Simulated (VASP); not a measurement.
These are PBEsol GGA, VASP's PBE PAW potentials (set 64) (plane waves; VASP 6.6.1) values and carry that method's errors.

The input files of a VASP run:

### KPOINTS
```
k-points along high-symmetry lines
15
Line-mode
Reciprocal
  0.000000   0.000000   0.000000 ! GAMMA
  0.000000   0.500000   0.000000 ! X

  0.000000   0.500000   0.000000 ! X
  0.500000   0.500000   0.000000 ! M

  0.500000   0.500000   0.000000 ! M
  0.000000   0.000000   0.000000 ! GAMMA

  0.000000   0.000000   0.000000 ! GAMMA
  0.500000   0.500000   0.500000 ! R

  0.500000   0.500000   0.500000 ! R
  0.000000   0.500000   0.000000 ! X

  0.500000   0.500000   0.500000 ! R
  0.500000   0.500000   0.000000 ! M
```

**POSCAR**
```
Hf3NbN4
4.463420
  0.9999999294   0.0000000000   0.0000000000
  0.0000000000   0.9999999294   0.0000000000
  0.0000000000   0.0000000000   0.9999999294
Nb N Hf
1 4 3
direct
  0.0000000000   0.0000000000   0.0000000000
  0.5000000000   0.5000000000   0.5000000000
  0.0000000000   0.0000000000   0.5000000000
  0.0000000000   0.5000000000   0.0000000000
  0.5000000000   0.0000000000   0.0000000000
  0.5000000000   0.5000000000   0.0000000000
  0.5000000000   0.0000000000   0.5000000000
  0.0000000000   0.5000000000   0.5000000000
```

INCAR:
```
SYSTEM=Hf3NbN4
PREC=Accurate; ENCUT=520; LREAL=F
LASPH=T; ICHARG=11
EDIFF=1E-7; NELM=100; ALGO=Normal
LMAXMIX=6
ISMEAR=0; SIGMA=0.05
GGA=PS
LWAVE=F; LCHARG=F; LORBIT=11
```

POTCAR, in this order: Nb_sv N Hf_pv (PBE.64 set). Program: vasp_std. Read from the step before: CHGCAR.

Output

**OUTCAR**
```
 ion  position               nearest neighbor table
   1  0.000  0.000  0.000-   3 2.23   4 2.23   5 2.23   3 2.23   4 2.23   5 2.23   6 3.16   7 3.16
                             8 3.16   7 3.16   6 3.16   8 3.16   8 3.16   8 3.16   6 3.16   7 3.16
   2  0.500  0.500  0.500-   6 2.23   7 2.23   8 2.23   6 2.23   7 2.23   8 2.23
   3  0.000  0.000  0.500-   1 2.23   7 2.23   8 2.23   1 2.23   8 2.23   7 2.23
   4  0.000  0.500  0.000-   1 2.23   6 2.23   8 2.23   8 2.23   1 2.23   6 2.23
   5  0.500  0.000  0.000-   1 2.23   6 2.23   7 2.23   7 2.23   6 2.23   1 2.23
   6  0.500  0.500  0.000-   2 2.23   4 2.23   5 2.23   2 2.23   5 2.23   4 2.23   1 3.16   7 3.16
                             8 3.16   1 3.16   7 3.16   7 3.16   7 3.16   1 3.16   8 3.16   8 3.16
   7  0.500  0.000  0.500-   2 2.23   3 2.23   5 2.23   5 2.23   2 2.23   3 2.23   1 3.16   1 3.16
                             6 3.16   6 3.16   6 3.16   8 3.16   6 3.16   1 3.16   8 3.16   8 3.16
   8  0.000  0.500  0.500-   2 2.23   3 2.23   4 2.23   4 2.23   3 2.23   2 2.23   1 3.16   1 3.16
                             6 3.16   1 3.16   6 3.16   7 3.16   1 3.16   7 3.16   6 3.16   7 3.16
  LATTYP: Found a simple cubic cell.
 ALAT       =     4.4634196849
 Subroutine PRICEL returns:
 Original cell was already a primitive cell.
 Subroutine GETGRP returns: Found 48 space group operations
The static configuration has the point symmetry O_h .
The dynamic configuration has the point symmetry O_h .
 Subroutine INISYM returns: Found 48 space group operations
   k-points           NKPTS =     90   k-points in BZ     NKDIM =     90   number of bands    NBANDS=     37
   number of dos      NEDOS =    301   number of ions     NIONS =      8
   total plane-waves  NPLWV =  46656
   dimension x,y,z NGX =    36 NGY =   36 NGZ =   36
   dimension x,y,z NGXF=    72 NGYF=   72 NGZF=   72
   ions per type =               1   4   3
   PREC   = accura    normal or accurate (medium, high low for compatibility)
   ISTART =      0    job   : 0-new  1-cont  2-samecut
   ICHARG =     11    charge: 1-file 2-atom 10-const
   ISPIN  =      1    spin polarized calculation?
   LNONCOLLINEAR =      F non collinear calculations
   LSORBIT =      F    spin-orbit coupling
   INIWAV =      1    electr: 0-lowe 1-rand  2-diag
   ENCUT  =  520.0 eV  38.22 Ry    6.18 a.u.   8.30  8.30  8.30*2*pi/ulx,y,z
   NELM   =    100;   NELMIN=  2; NELMDL= -5     # of ELM steps
   EDIFF  = 0.1E-06   stopping-criterion for ELM
   LREAL  =      F    real-space projection
   NLSPLINE    = F    spline interpolate recip. space projectors
   LMAXMIX     =    6 max onsite mixed and CHGCAR
...
```

**OSZICAR**
```
       N       E                     dE             d eps       ncg     rms          rms(c)
DAV:   1     0.451671052555E+03    0.45167E+03   -0.35370E+04  6660   0.173E+03
DAV:   2    -0.496555313966E+02   -0.50133E+03   -0.48612E+03  8160   0.513E+02
DAV:   3    -0.885371752665E+02   -0.38882E+02   -0.37299E+02 10531   0.103E+02
DAV:   4    -0.907438583642E+02   -0.22067E+01   -0.20370E+01 10267   0.207E+01
DAV:   5    -0.908683608607E+02   -0.12450E+00   -0.12225E+00 10093   0.377E+00
DAV:   6    -0.908778919141E+02   -0.95311E-02   -0.94394E-02 10395   0.682E-01
DAV:   7    -0.908785195105E+02   -0.62760E-03   -0.62551E-03 10471   0.131E-01
DAV:   8    -0.908785811475E+02   -0.61637E-04   -0.61522E-04  9019   0.248E-02
DAV:   9    -0.908785869470E+02   -0.57996E-05   -0.57950E-05  7122   0.644E-03
DAV:  10    -0.908785876629E+02   -0.71590E-06   -0.71463E-06  6307   0.189E-03
DAV:  11    -0.908785877497E+02   -0.86806E-07   -0.88388E-07  5817   0.762E-04
   1 F= -.90878588E+02 E0= -.90876357E+02  d E =-.446178E-02
```

OUTCAR:
```
 val. band max:        9.9539426673   @ k =   0.3571   0.5000   0.0000

 cond. band min:       9.9588621506   @ k =   0.3214   0.3214   0.0000



 k-point     1 :       0.0000    0.0000    0.0000
  band No.  band energies     occupation
      1     -46.3756      2.00000
      2     -22.6816      2.00000
      3     -22.6816      2.00000
      4     -22.6816      2.00000
      5     -21.9521      2.00000
      6     -21.9521      2.00000
      7     -21.9521      2.00000
      8     -21.6399      2.00000
      9     -21.6399      2.00000
     10     -21.6399      2.00000
     11     -21.3732      2.00000
     12     -21.3732      2.00000
     13     -21.3732      2.00000
     14      -7.8852      2.00000
     15      -6.8508      2.00000
     16      -6.8508      2.00000
     17      -6.8411      2.00000
     18       4.2212      2.00000
     19       4.2212      2.00000
     20       4.2212      2.00000
     21       5.4231      2.00000
     22       5.4231      2.00000
     23       5.4231      2.00000
     24       5.9027      2.00000
     25       5.9027      2.00000
     26       5.9027      2.00000
     27       5.9988      2.00000
     28       5.9988      2.00000
     29       5.9988      2.00000
     30       6.6137      2.00000
     31       6.6137      2.00000
     32       6.6137      2.00000
     33       8.8307      2.00000
     34       8.8307      2.00000
     35       8.8307      2.00000
     36      10.6534      0.00000
     37      10.6535      0.00000

 k-point     2 :       0.0000    0.0357    0.0000
  band No.  band energies     occupation
      1     -46.3756      2.00000
      2     -22.6809      2.00000
      3     -22.6809      2.00000
      4     -22.6808      2.00000
      5     -21.9518      2.00000
      6     -21.9517      2.00000
      7     -21.9517      2.00000
      8     -21.6405      2.00000
      9     -21.6402      2.00000
     10     -21.6402      2.00000
     11     -21.3764      2.00000
     12     -21.3741      2.00000
...
```

The density is held fixed in this step, so its total energy and stress have no physical meaning. Unless said otherwise, spin-orbit coupling is left out, though it shifts the bands of the heavy elements here.

The structure was generated: Hf3NbN4 was put into an ordered model structure (Pm-3m), which need not be its known phase. It was relaxed first. The electron count is odd and the run is not spin-polarised, which forces a metal.
